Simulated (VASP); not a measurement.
Output of a VASP run:

**OSZICAR**
```
       N       E                     dE             d eps       ncg     rms          rms(c)
DAV:   1     0.916894182078E+02    0.91689E+02   -0.90720E+03  2024   0.138E+03
DAV:   2    -0.375782323677E+02   -0.12927E+03   -0.12163E+03  2368   0.346E+02
DAV:   3    -0.437969885822E+02   -0.62188E+01   -0.60912E+01  3024   0.668E+01
DAV:   4    -0.440599715935E+02   -0.26298E+00   -0.26257E+00  2604   0.132E+01
DAV:   5    -0.440681213984E+02   -0.81498E-02   -0.81486E-02  2964   0.187E+00    0.239E+01
DAV:   6    -0.337245522522E+02    0.10344E+02   -0.12268E+01  2368   0.330E+01    0.717E+00
DAV:   7    -0.344783509338E+02   -0.75380E+00   -0.51979E-01  2296   0.828E+00    0.465E+00
DAV:   8    -0.341103323099E+02    0.36802E+00   -0.56262E-01  2320   0.880E+00    0.132E+00
DAV:   9    -0.344598671737E+02   -0.34953E+00   -0.36362E-01  2260   0.620E+00    0.508E-01
DAV:  10    -0.344701305610E+02   -0.10263E-01   -0.96055E-03  2280   0.983E-01    0.452E-01
DAV:  11    -0.344631655636E+02    0.69650E-02   -0.43169E-02  2396   0.150E+00    0.334E-01
DAV:  12    -0.344678870121E+02   -0.47214E-02   -0.95273E-03  2272   0.840E-01    0.883E-02
DAV:  13    -0.344701951451E+02   -0.23081E-02   -0.16002E-03  2340   0.341E-01    0.308E-02
DAV:  14    -0.344705055396E+02   -0.31039E-03   -0.72373E-04  2332   0.224E-01    0.254E-02
DAV:  15    -0.344705082713E+02   -0.27317E-05   -0.15472E-05  3072   0.300E-02    0.276E-02
DAV:  16    -0.344705153145E+02   -0.70432E-05   -0.27804E-06  2304   0.136E-02    0.289E-02
DAV:  17    -0.344704987152E+02    0.16599E-04   -0.18345E-05  2076   0.452E-02    0.198E-02
DAV:  18    -0.344705085597E+02   -0.98445E-05   -0.90183E-06  2396   0.219E-02    0.158E-02
DAV:  19    -0.344705093093E+02   -0.74960E-06   -0.56628E-07  2320   0.804E-03    0.144E-02
DAV:  20    -0.344705142458E+02   -0.49365E-05   -0.24536E-07  2040   0.610E-03    0.118E-02
DAV:  21    -0.344705126351E+02    0.16107E-05   -0.79004E-08  1088   0.296E-03    0.101E-02
DAV:  22    -0.344705131209E+02   -0.48583E-06   -0.21597E-08  1064   0.176E-03    0.946E-03
DAV:  23    -0.344705124863E+02    0.63461E-06   -0.49935E-08  1068   0.237E-03    0.767E-03
DAV:  24    -0.344705131905E+02   -0.70418E-06   -0.88321E-08  1048   0.367E-03    0.441E-03
DAV:  25    -0.344705130987E+02    0.91768E-07   -0.44308E-08  1032   0.218E-03
   1 F= -.34470513E+02 E0= -.34470519E+02  d E =0.167639E-04
```

File OUTCAR:
```
------------------------ aborting loop because EDIFF is reached ----------------------------------------
  FORCE on cell =-STRESS in cart. coord.  units (eV):
  Direction    XX          YY          ZZ          XY          YZ          ZX
  --------------------------------------------------------------------------------------
  Total        1.1855891      1.1855891      1.1855891      0.0000000     -0.0000000     -0.0000000
  in kB       75.1425588     75.1425588     75.1425588      0.0000000     -0.0000000     -0.0000000
  external PRESSURE =      75.1425588 kB  Pullay stress =       0.0000000 kB
  volume of cell :       25.28
      direct lattice vectors                 reciprocal lattice vectors
     0.000000000  2.329393881  2.329393881    -0.214648113  0.214648113  0.214648113
     2.329393881  0.000000000  2.329393881     0.214648113 -0.214648113  0.214648113
     2.329393881  2.329393881  0.000000000     0.214648113  0.214648113 -0.214648113
 POSITION                                       TOTAL-FORCE (eV/Angst)
 -----------------------------------------------------------------------------------
      0.00000      0.00000      0.00000        -0.000000      0.000000     -0.000000
      2.32939      2.32939      2.32939         0.000000     -0.000000      0.000000
 -----------------------------------------------------------------------------------
    total drift:                                0.000000      0.000000      0.000000
  FREE ENERGIE OF THE ION-ELECTRON SYSTEM (eV)
  ---------------------------------------------------
  free  energy   TOTEN  =       -34.4705130987 eV

  energy  without entropy=      -34.4705298627  energy(sigma->0) =      -34.47051869
```
(Selected blocks of OUTCAR.)

POSCAR:
```
ZrC
1
    0.0000000000     2.3293938812     2.3293938812
    2.3293938812     0.0000000000     2.3293938812
    2.3293938812     2.3293938812     0.0000000000
Zr C
1 1
Direct
  0.0000000000   0.0000000000   0.0000000000
  0.5000000000   0.5000000000   0.5000000000
```

Task: Reconstruct the remaining input files.

Result: One answer among several that fit: the input of the run itself, r2SCAN+rVV10, plane waves, VASP's PBE PAW potentials (set 64).

**KPOINTS**
```
kpoints
0
G
  13 13 13
0 0 0
```

**INCAR**
```
SYSTEM = ZrC
PREC = Accurate
ENCUT = 520
EDIFF = 1E-7
NELM = 100
ALGO = Normal
LREAL = .FALSE.
LASPH = .TRUE.
ISMEAR = 1
SIGMA = 0.1
METAGGA = R2SCAN
LUSE_VDW = .TRUE.
BPARAM = 11.95
CPARAM = 0.0093
LMIXTAU = .TRUE.
LMAXMIX = 4
LWAVE = .FALSE.
LCHARG = .FALSE.
ISIF = 2
```

POTCAR, in this order: Zr_sv C (PBE.64 set). Program: vasp_std.

The compound is ZrC in the rock salt structure. This cell is one point of a volume scan, at 0.97 of the reference volume.
